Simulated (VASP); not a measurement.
Input:

```yaml
crystal:
  lattice:
    - [3.61476, 0.00000, 0.00000]
    - [0.00000, 3.61476, 0.00000]
    - [0.00000, 0.00000, 3.61476]
  atoms:
    - { symbol: Fe, position: [0.00000, 0.50000, 0.50000], spin: 4.0 }
    - { symbol: Fe, position: [0.50000, 0.50000, 0.00000], spin: 4.0 }
    - { symbol: Fe, position: [0.50000, 0.00000, 0.50000], spin: 4.0 }
    - { symbol: Mo, position: [0.00000, 0.00000, 0.00000] }
```

Level of theory: PBE GGA, VASP's PBE PAW potentials (set 64) (plane waves; VASP 6.6.1). Run with 300 eV cut-off, 5×5×5 Γ-centred mesh, Fermi-Dirac smearing of 0.14 eV, potentials Fe Mo_sv.

At this cut-off the stress carries a Pulay error, which pulls relaxed volumes low.

Give the stress tensor in GPa (positive for a compressed cell).

```
-1.31   0.00   0.00
 0.00  -1.31   0.00
 0.00   0.00  -1.31
```
The pressure is its mean diagonal, -1.31 GPa.

The structure was generated: Fe3Mo was put into an ordered model structure, which need not be its known phase. The cell was not relaxed at this level. The k-mesh is coarse (spacing up to 0.35 per Å, 2π included), so the numbers may not be converged in it.
